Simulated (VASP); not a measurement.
# Band edges against the vacuum: InP(110), part 3 of 3

Aim: ionisation energy and electron affinity of InP(110), from a slab and a bulk run lined up through core potentials.

VASP 6.6.1; r2SCAN; plane waves and PAW (In, P).

So far, gap on the k-mesh (eV): step 3 (band edges of the bulk) 0.946.

### Step 5. Vacuum level and density of states

A static run writes the electrostatic potential without exchange and correlation (LVHAR), which is flat in the vacuum and gives the level to count from. The dipole correction cancels the field that unlike faces would set up across the vacuum.

The input, INCAR:

```
SYSTEM = InP
PREC = Normal
ENCUT = 320
EDIFF = 1E-06
NELM = 120
ISMEAR = 0
SIGMA = 0.03
LREAL = Auto
ALGO = Normal
METAGGA = R2SCAN
LASPH = .TRUE.
NBANDS = 54
LORBIT = 11
LWAVE = .FALSE.
LCHARG = .TRUE.
KPAR = 2
IDIPOL = 3
LDIPOL = .TRUE.
DIPOL = 0.5 0.5 0.5
LVHAR = .TRUE.
LVACPOTAV = .TRUE.
NEDOS = 1500
```

The input, POSCAR:

```
InP
1.0
    4.2042870626      0.0000000000      0.0000000000
    0.0000000000      5.9457597840      0.0000000000
    0.0000000000      0.0000000000     32.8171482503
In P
9 9
Direct
    0.0000000000      0.0575222101      0.2570989270
    0.5000000000      0.4864353009      0.3045199748
    0.0000000000      0.9904413574      0.3728489925
    0.5000000000      0.4883810041      0.4352628214
    0.0000000000      0.9912569477      0.5000000000
    0.5000000000      0.4883810041      0.5647371786
    0.0000000000      0.9904413574      0.6271510075
    0.5000000000      0.4864353009      0.6954800252
    0.0000000000      0.0575222101      0.7429010730
    0.0000000000      0.7370559283      0.3085229747
    0.5000000000      0.2673959085      0.2364992293
    0.0000000000      0.7391241611      0.4362773922
    0.5000000000      0.2423219398      0.3706264070
    0.0000000000      0.7391241611      0.5637226078
    0.5000000000      0.2413874318      0.5000000000
    0.0000000000      0.7370559283      0.6914770253
    0.5000000000      0.2423219398      0.6293735930
    0.5000000000      0.2673959085      0.7635007707
```

The input, KPOINTS:

```
Automatic mesh
0
Gamma
6 4 1
0 0 0
```

The input, KPOINTS_OPT:

```
Line mode
14
Line-mode
Reciprocal
  0.00000000   0.00000000   0.00000000 GAMMA
  0.50000000   0.00000000   0.00000000 X

  0.50000000   0.00000000   0.00000000 X
  0.50000000   0.50000000   0.00000000 S

  0.50000000   0.50000000   0.00000000 S
  0.00000000   0.50000000   0.00000000 Y

  0.00000000   0.50000000   0.00000000 Y
  0.00000000   0.00000000   0.00000000 GAMMA

  0.00000000   0.00000000   0.00000000 GAMMA
  0.50000000   0.50000000   0.00000000 S
```

The projector-augmented-wave data sets are In and P (PBE family, release 64).

Run with:

```
mpirun -np 4 vasp_std
```

What it wrote:

```text
[banner, memory and clock lines left out]
running    4 mpi-ranks, on    1 nodes
 distrk:  each k-point on    2 cores,    2 groups
 distr:  one band on    1 cores,    2 groups

 POSCAR found type information on POSCAR InP
 POSCAR found :  2 types and      18 ions
 [... a notice as in an earlier step ...]

 LDA part: xc-table for (None), standard interpolation
 POSCAR, INCAR and KPOINTS ok, starting setup
 FFT: planning ... GRIDC
 FFT: planning ... GRID_SOFT
 FFT: planning ... GRID
 WAVECAR not read
 entering main loop
       N       E                     dE             d eps       ncg     rms          rms(c)
DAV:   1     0.882264341204E+02    0.88226E+02   -0.18377E+04  1312   0.690E+02
DAV:   2    -0.259938087399E+03   -0.34816E+03   -0.33745E+03  1724   0.151E+02
DAV:   3    -0.297569385180E+03   -0.37631E+02   -0.37228E+02  1584   0.515E+01
DAV:   4    -0.299078503931E+03   -0.15091E+01   -0.15041E+01  1760   0.119E+01
DAV:   5    -0.299127758571E+03   -0.49255E-01   -0.49223E-01  1728   0.203E+00    0.159E+01
DAV:   6    -0.287850897650E+03    0.11277E+02   -0.63582E+00  1438   0.701E+00    0.109E+01
DAV:   7    -0.287793767669E+03    0.57130E-01   -0.39388E+00  1626   0.483E+00    0.276E+00
DAV:   8    -0.287740941357E+03    0.52826E-01   -0.56645E-01  1506   0.206E+00    0.165E+00
DAV:   9    -0.287750257114E+03   -0.93158E-02   -0.50298E-02  1610   0.639E-01    0.865E-01
DAV:  10    -0.287751032252E+03   -0.77514E-03   -0.17550E-02  1560   0.356E-01    0.469E-01
DAV:  11    -0.287755288266E+03   -0.42560E-02   -0.41683E-03  1510   0.216E-01    0.124E-01
DAV:  12    -0.287755607644E+03   -0.31938E-03   -0.18216E-04  1784   0.456E-02    0.867E-02
DAV:  13    -0.287756568451E+03   -0.96081E-03   -0.20241E-04  1544   0.444E-02    0.455E-02
DAV:  14    -0.287757524691E+03   -0.95624E-03   -0.31070E-04  1584   0.490E-02    0.243E-02
DAV:  15    -0.287757753526E+03   -0.22883E-03   -0.27594E-05  1680   0.167E-02    0.186E-02
DAV:  16    -0.287758205836E+03   -0.45231E-03   -0.12278E-04  1568   0.284E-02    0.154E-02
DAV:  17    -0.287758280068E+03   -0.74231E-04   -0.13729E-05  1632   0.982E-03    0.620E-03
DAV:  18    -0.287758319114E+03   -0.39047E-04   -0.21291E-06  1224   0.574E-03    0.283E-03
DAV:  19    -0.287758386512E+03   -0.67397E-04   -0.16947E-05  1552   0.125E-02    0.469E-03
DAV:  20    -0.287758398563E+03   -0.12051E-04   -0.11044E-06  1232   0.470E-03    0.380E-03
DAV:  21    -0.287758417513E+03   -0.18950E-04   -0.11613E-06  1120   0.452E-03    0.142E-03
DAV:  22    -0.287758431762E+03   -0.14248E-04   -0.91923E-07  1138   0.403E-03    0.102E-03
DAV:  23    -0.287758440829E+03   -0.90677E-05   -0.69770E-07  1062   0.409E-03    0.872E-04
DAV:  24    -0.287758443230E+03   -0.24012E-05   -0.68273E-07  1140   0.385E-03    0.765E-04
DAV:  25    -0.287758444527E+03   -0.12966E-05   -0.23103E-07  1032   0.238E-03    0.569E-04
DAV:  26    -0.287758445586E+03   -0.10593E-05   -0.17614E-07  1038   0.226E-03    0.121E-04
DAV:  27    -0.287758446118E+03   -0.53135E-06   -0.37386E-08   968   0.106E-03
|                                                                             |
|           W    W    AA    RRRRR   N    N  II  N    N   GGGG   !!!           |
|           W    W   A  A   R    R  NN   N  II  NN   N  G    G  !!!           |
|           W    W  A    A  R    R  N N  N  II  N N  N  G       !!!           |
|           W WW W  AAAAAA  RRRRR   N  N N  II  N  N N  G  GGG   !            |
|           WW  WW  A    A  R   R   N   NN  II  N   NN  G    G                |
|           W    W  A    A  R    R  N    N  II  N    N   GGGG   !!!           |
|                                                                             |
|     Did not find any points to average over, which means that no vacuum     |
|     field-free region was found. Please increase the size of  your cell     |
|     in the dimension of the dipole correction to obtain accurate            |
|     workfunction values.                                                    |
|                                                                             |

   1 F= -.28775845E+03 E0= -.28775845E+03  d E =-.417648E-11
 Start KPOINTS_OPT (optional k-point list driver)
k-point batch [1-12\70]
       N       E                     dE             ncg
DAV:   1     0.332515724589E+03   -0.61425E+04     1296
DAV:   2    -0.376712501361E+04   -0.40996E+04     1742
DAV:   3    -0.421008762095E+04   -0.44296E+03     1546
DAV:   4    -0.422750648819E+04   -0.17419E+02     1768
DAV:   5    -0.422800269601E+04   -0.49621E+00     1682
DAV:   6    -0.422802344709E+04   -0.20751E-01     1786
DAV:   7    -0.422802434990E+04   -0.90282E-03     1682
DAV:   8    -0.422802440439E+04   -0.54488E-04     1818
DAV:   9    -0.422802440678E+04   -0.23910E-05     1354
DAV:  10    -0.422802440695E+04   -0.16945E-06     1106
[...]
k-point batch [61-70\70]
       N       E                     dE             ncg
DAV:   1     0.366022486894E+03   -0.11342E+05     1080
DAV:   2    -0.300738552892E+04   -0.33734E+04     1456
DAV:   3    -0.335140654405E+04   -0.34402E+03     1304
DAV:   4    -0.336434430871E+04   -0.12938E+02     1504
DAV:   5    -0.336473707799E+04   -0.39277E+00     1408
DAV:   6    -0.336475721146E+04   -0.20133E-01     1552
DAV:   7    -0.336475804965E+04   -0.83819E-03     1400
DAV:   8    -0.336475810410E+04   -0.54451E-04     1496
DAV:   9    -0.336475810656E+04   -0.24630E-05     1216
DAV:  10    -0.336475810671E+04   -0.15212E-06     1016
```

Run time: 6.1 min. Hardware: 4 MPI ranks of Intel Xeon 6975P-C (Granite Rapids), shared host; peak memory 1.4 GiB; 24 min of CPU time.

Parts of OUTCAR (step 5):

```text
   NELECT =      72.0000    total number of electrons

 E-fermi :  -0.2785

 k-point     1 :       0.0000    0.0000    0.0000
  band No.  band energies     occupation
    ...
     32      -0.6577      2.00000
     33      -0.5807      2.00000
     34      -0.5508      2.00000
     35      -0.4825      2.00000
     36      -0.4091      2.00000
     37       0.8343      0.00000
     38       1.4217      0.00000
     39       1.7512      0.00000
     40       1.9159      0.00000
     41       1.9690      0.00000
    ...

  Total       -2.2731417     -1.2460601     -0.3363466      0.0000000      0.0000000      0.0000000
  in kB       -4.4395253     -2.4335990     -0.6568967      0.0000000      0.0000000      0.0000000
  external PRESSURE =      -2.5100070 kB  Pullay stress =       0.0000000 kB

 POSITION                                       TOTAL-FORCE (eV/Angst)
 -----------------------------------------------------------------------------------
      0.00000      0.34201      8.43725        -0.000000      0.013793      0.003098
      2.10214      2.89223      9.99348         0.000000     -0.001833     -0.000925
      0.00000      5.88893     12.23584        -0.000000      0.005686     -0.011994
      2.10214      2.90380     14.28408         0.000000      0.013839      0.005224
      0.00000      5.89378     16.40857         0.000000     -0.010546      0.000000
      2.10214      2.90380     18.53306         0.000000      0.013839     -0.005224
      0.00000      5.88893     20.58131        -0.000000      0.005686      0.011994
      2.10214      2.89223     22.82367         0.000000     -0.001833      0.000925
      0.00000      0.34201     24.37989         0.000000      0.013793     -0.003098
      0.00000      4.38236     10.12484         0.000000      0.005927     -0.025146
      2.10214      1.58987      7.76123        -0.000000     -0.023741      0.002892
      0.00000      4.39465     14.31738         0.000000     -0.009752      0.002116
      2.10214      1.44079     12.16290        -0.000000     -0.004389      0.016579
      0.00000      4.39465     18.49977         0.000000     -0.009752     -0.002116
      2.10214      1.43523     16.40857         0.000000      0.011484      0.000000
      0.00000      4.38236     22.69230         0.000000      0.005927      0.025146
      2.10214      1.44079     20.65425         0.000000     -0.004389     -0.016579
      2.10214      1.58987     25.05592         0.000000     -0.023741     -0.002892
 -----------------------------------------------------------------------------------
    total drift:                                0.000000     -0.023209     -0.000013

  FREE ENERGIE OF THE ION-ELECTRON SYSTEM (eV)
  ---------------------------------------------------
  free  energy   TOTEN  =      -287.7584461177 eV

  energy  without entropy=     -287.7584461177  energy(sigma->0) =     -287.75844612

 vacuum level on the upper side and lower side of the slab         5.024         5.024

[... 8 parts as in an earlier step ...]

[... 10 further parts left out ...]
```

Numbers from this step:

| Quantity | Value |
| --- | --- |
| electronic cycles | 27 |
| Fermi energy | -0.2785 eV |
| least gap on mesh and path | 1.243 eV |
| least direct gap on mesh and path | 1.243 eV |
| vacuum levels | 5.024, 5.024 eV |
| ionisation potentials of the upper and lower face | 5.433, 5.433 eV |
| electron affinities of the upper and lower face | 4.190, 4.190 eV |

The electronic bands at the labelled points (eV, zero at the valence-band top; v1 is the highest filled band, c1 the lowest empty one):

| point | v4 | v3 | v2 | v1 | c1 | c2 | c3 | c4 |
| --- | --- | --- | --- | --- | --- | --- | --- | --- |
| Γ | -0.17 | -0.14 | -0.07 | 0.00 | 1.24 | 1.83 | 2.16 | 2.33 |
| 0.46 of the way | -0.95 | -0.83 | -0.59 | -0.33 | 2.31 | 2.48 | 2.58 | 2.85 |
| X | -1.38 | -1.19 | -0.81 | -0.70 | 1.56 | 1.63 | 2.45 | 2.51 |
| 0.46 of the way | -1.20 | -1.18 | -0.75 | -0.66 | 1.89 | 1.96 | 2.69 | 2.74 |
| S | -1.06 | -0.97 | -0.68 | -0.59 | 1.67 | 2.05 | 2.16 | 2.98 |
| 0.46 of the way | -0.90 | -0.88 | -0.58 | -0.56 | 2.45 | 2.57 | 2.76 | 3.07 |
| Y | -0.85 | -0.83 | -0.63 | -0.63 | 1.83 | 1.92 | 2.08 | 2.22 |
| 0.46 of the way | -0.50 | -0.50 | -0.38 | -0.37 | 2.04 | 2.10 | 2.18 | 2.22 |
| Γ | -0.17 | -0.14 | -0.07 | 0.00 | 1.24 | 1.83 | 2.16 | 2.33 |
| 0.46 of the way | -0.84 | -0.70 | -0.46 | -0.38 | 2.18 | 2.44 | 2.59 | 2.84 |
| S | -1.06 | -0.97 | -0.68 | -0.59 | 1.67 | 2.05 | 2.16 | 2.98 |

Of the projections kept (In, P), the largest for each band there; the rest of the weight can lie on other orbitals:

| point | v4 | v3 | v2 | v1 | c1 | c2 | c3 | c4 |
| --- | --- | --- | --- | --- | --- | --- | --- | --- |
| Γ | P 0.65 | P 0.61 | P 0.61 | P 0.63 | In 0.52 | P 0.51 | In 0.79 | In 0.58 |
| X | P 0.51 | P 0.51 | P 0.62 | P 0.62 | In 0.89 | In 0.90 | In 0.83 | In 0.75 |
| S | P 0.54 | P 0.53 | P 0.60 | P 0.64 | In 0.79 | In 0.76 | In 0.65 | In 0.69 |
| Y | In 0.50 | P 0.51 | P 0.59 | P 0.59 | In 0.75 | In 0.69 | In 0.78 | In 0.62 |
| Γ | P 0.65 | P 0.61 | P 0.61 | P 0.63 | In 0.52 | P 0.51 | In 0.79 | In 0.58 |
| S | P 0.54 | P 0.53 | P 0.60 | P 0.64 | In 0.79 | In 0.76 | In 0.65 | In 0.69 |

The planar average of the electrostatic potential oscillates, so the rows of the table below give means over windows of 2.16 Å about each position, cut where the curve ends. Its maxima inside the range that stand out by 2 % of the span (Å: eV): 8.9: -1.87, 11.2: 0.913, 13.2: 0.311, 15.4: 0.544, 17.4: 0.544, 19.6: 0.311, 21.6: 0.913, 23.9: -1.87. Its minima: 8.0: -5.61, 10.0: -7.69, 12.2: -7.41, 14.4: -7.45, 16.4: -7.45, 18.5: -7.45, 20.6: -7.41, 22.8: -7.69, 24.8: -5.61.

Zero at the Fermi level. Planar average of the electrostatic potential against height; means over each step:

| height (Å) | planar average of the electrostatic potential (eV) |
| --- | --- |
| 1.08 | 5.30 |
| 3.24 | 5.30 |
| 5.40 | 5.21 |
| 7.56 | -1.24 |
| 9.72 | -4.28 |
| 11.88 | -3.18 |
| 14.04 | -3.37 |
| 16.20 | -3.28 |
| 18.36 | -3.32 |
| 20.52 | -3.26 |
| 22.68 | -3.82 |
| 24.84 | -2.44 |
| 27.00 | 5.00 |
| 29.16 | 5.30 |
| 31.32 | 5.30 |

Density of states in the PAW spheres, an atom over height of the layer and energy from the Fermi level.

Ten even steps from '0' (0.00 states/eV) to '9' (1.11 states/eV), each cell a mean:
```
00000000000000
00000000000000
11111111011111
74232222233247
53434444443435
54534444443545
34545555554543
23435444543432
13334444433331
12222222212221
01100010000110
02100000000120
02111111111120
03101000100130
16523323512561
15926777932951
00000010100000
00000000000000
00000000000000
00000000000000
00000000000000
00000000000000
```
Columns: height of the layer (Å) from 7.8 to 25.1 (not evenly spaced); rows upwards: energy from the Fermi level (eV) from -7.9 to 0.5.

Electrostatic potential energy in the cb plane at fractional x = 0.000, with atoms of In and P within 0.2 Å of it. With pseudopotentials it is smooth inside the atoms' cores, unlike the true potential.

Values in eV, 9 rows by 16 columns, each cell a mean:
```
  5   5   5   5   5   5   3  -5 -22  -9  -3 -16 -32 -10  -3 -10
  5   5   5   5   5   5   4   2  -1 -15 -34  -6 -12 -10 -37  -9
  5   5   5   5   5   5   4   4   3 -21 -42  -3   2 -11 -43 -11
  5   5   5   5   5   5   5   5   4  -3 -15   2   4   0 -15   0
  5   5   5   5   5   5   5   5   4   3   2   4   4   4   2   4
  5   5   5   5   5   5   5   4   3   3   3   4   4   4   3   4
  5   5   5   5   5   5   5   2  -6  -1   3   3   2   3   3   3
  5   5   5   5   5   5   4  -7 -28 -13   2  -5 -16  -2   3  -2
  5   5   5   5   5   5   3 -12 -34 -18   2 -16 -33 -10   3 -10
```
Columns run along c (16.0 Å, from fractional 0.00 to 0.49 of the cell; values clipped at the 3rd and 97th percentile), rows up along b (5.9 Å). Atoms in or near the plane, at fractional coordinates: In at (0.26, 0.06), In at (0.37, 0.99), P at (0.31, 0.74), P at (0.44, 0.74).

Valence density in the cb plane at fractional x = 0.000, with atoms of In and P within 0.2 Å of it. It is the smooth field of the valence electrons, not physical close to the nuclei.

Values in e/Å³, 9 rows by 16 columns, each cell a mean:
```
0.00 0.00 0.00 0.00 0.00 0.00 0.01 0.06 0.12 0.32 0.35 0.20 0.04 0.26 0.35 0.25
0.00 0.00 0.00 0.00 0.00 0.00 0.00 0.02 0.12 0.55 0.56 0.35 0.14 0.48 0.54 0.48
0.00 0.00 0.00 0.00 0.00 0.00 0.00 0.01 0.07 0.47 0.29 0.29 0.08 0.41 0.26 0.41
0.00 0.00 0.00 0.00 0.00 0.00 0.00 0.00 0.03 0.28 0.48 0.12 0.03 0.19 0.50 0.19
0.00 0.00 0.00 0.00 0.00 0.00 0.00 0.01 0.02 0.08 0.12 0.04 0.02 0.06 0.13 0.05
0.00 0.00 0.00 0.00 0.00 0.00 0.01 0.02 0.04 0.04 0.03 0.02 0.02 0.02 0.03 0.02
0.00 0.00 0.00 0.00 0.00 0.00 0.01 0.06 0.11 0.06 0.02 0.04 0.07 0.03 0.02 0.03
0.00 0.00 0.00 0.00 0.00 0.00 0.01 0.10 0.09 0.10 0.04 0.09 0.12 0.07 0.02 0.07
0.00 0.00 0.00 0.00 0.00 0.00 0.01 0.09 0.02 0.12 0.10 0.12 0.03 0.12 0.08 0.12
```
Columns run along c (16.0 Å, from fractional 0.00 to 0.49 of the cell), rows up along b (5.9 Å). Atoms in or near the plane, at fractional coordinates: In at (0.26, 0.06), In at (0.37, 0.99), P at (0.31, 0.74), P at (0.44, 0.74).

The map of layer states is cut here 0.5 eV above the Fermi level, so it leaves out the states above that.

The vacuum level lies 5.43 eV above the highest filled level at the upper face; both faces agree, as the slab has next to no dipole.

The program found no field-free point at its default tolerance, but its printed level agrees with the flat part of the planar average.

### Step 6. Lining up bulk and slab

This step: band edges against the vacuum, r2SCAN; plane waves and PAW (VASP 6.6.1).

No new run; the numbers come from the runs before.

This step gave:

- ionisation energy: 5.428 eV
- offset spread: 0.01200 eV
- bulk gap: 0.9455 eV
- slab gap: 1.243 eV
- electron affinity: 4.483 eV
- buckling: 0.6760 Å
- tilt: 28.45 degree
- surface energy, relaxed: 0.7137 J/m²

The averaged core potentials of the four middle atoms lie -3.690 eV from those of the bulk run. The bulk valence top (3.286 eV), moved by that offset, is taken from the upper vacuum level (5.024 eV).

### Step 7. What came out

```
ionisation energy       : 5.43 eV
electron affinity       : 4.48 eV
buckling                : 0.676 Å
surface energy, relaxed : 0.714 J/m²
```

**Reading.** The bulk valence-band top lies 5.43 eV below the vacuum of InP(110), and the conduction-band bottom 4.48 eV. The top layer buckles by 0.68 Å, a tilt of 28°, with P outermost, as the anion takes the dangling-bond electrons and the cation flattens towards sp². The surface costs 0.71 J/m². The slab's least gap is 1.24 eV, against 0.95 eV in the bulk. Confinement widens it, surface states can narrow it, and the two gaps need not lie at the same wave vector; the faces' own affinities count to the slab's lowest empty state. The offsets of the four middle atoms spread by 0.01 eV; a shift common to all four would not show in it. One thickness was run. Semilocal band edges put the valence top too high and the gap too small. Spin-orbit coupling, left out here, would raise the valence top further.

[Lines on the potential files, build, host, timing and source positions are cut from VASP's logs without a mark.]

[Logs are printed without paths, hosts, clocks, repeated set-up lines and the standing remarks that a program may print on its own settings, such as how far it seeks lower states.]

[Hosts, paths, dates, database ids (printed as entryN), source tags and the programs' standing remarks are cut or masked in the printed files.]

[Runs that stopped without an error message from VASP are left out.]
